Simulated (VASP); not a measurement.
Given:

```xyz
2
Lattice="2.9099 0.0000 0.0000 0.0000 2.9099 0.0000 0.0000 0.0000 2.9099" Properties=species:S:1:pos:R:3 pbc="T T T"
Al     1.4550     1.4550     1.4550
Ni     0.0000     0.0000     0.0000
```

Level of theory: PBE GGA, VASP's PBE PAW potentials (set 64) (plane waves; VASP 6.6.1). Settings: 300 eV cut-off, 8×8×8 Γ-centred mesh, Gaussian smearing of 0.10 eV, potentials Al Ni.

At this cut-off the stress carries a Pulay error, which pulls relaxed volumes low.

**Question.** Give the stress tensor in GPa (positive for a compressed cell).

**Answer.** 
```
-2.58   0.00   0.00
 0.00  -2.58   0.00
 0.00   0.00  -2.58
```
The pressure is its mean diagonal, -2.58 GPa.

The structure is a typed NiAl crystal. The cell was not relaxed at this level. The run is not spin-polarised, so no magnetic state was tried. The electron count is odd and the run is not spin-polarised, which forces a metal.
